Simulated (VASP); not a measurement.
A convergence study with VASP on LiH (space group Fm-3m): one setting is varied, all else stays as given below, so the limit is that of these other settings.

```
LiH
1.0
    0.00000     2.05020     2.05020
    2.05020     0.00000     2.05020
    2.05020     2.05020     0.00000
Li H
1 1
Direct
  0.00000   0.00000   0.00000
  0.50000   0.50000   0.50000
```

These are PBE GGA, VASP's PBE PAW potentials (set 64) (plane waves; VASP) values and carry that method's errors. The tightest run used: 400 eV cut-off, 11×11×11 Γ-centred mesh, Gaussian smearing of 0.010 eV, potentials Li_sv H.

### Question
The settings run are 4×4×4 mesh; 5×5×5 mesh; 6×6×6 mesh; 7×7×7 mesh; 9×9×9 mesh; 11×11×11 mesh. From which on does the mean ε∞ stay within 0.3  of the tightest run?

### Answer
From 5×5×5 mesh on: it is off by 0.09 there and by no more than 0.3 in any finer run, while 4×4×4 mesh is off by 1.23.
```csv
setting,mean ε∞,irreducible k-points,difference judged ()
4×4×4 mesh,5.49,8,1.23
5×5×5 mesh,4.35,10,0.09
6×6×6 mesh,4.49,16,0.23
7×7×7 mesh,4.32,20,0.06
9×9×9 mesh,4.27,35,0.02
11×11×11 mesh,4.26,56,0.00
```

Left out are rungs that failed or repeat a setting and relaxations that didn't move; long series are thinned to 24 rows.

The structure is a typed LiH crystal (space group no. 225). The cell was not relaxed at this level.
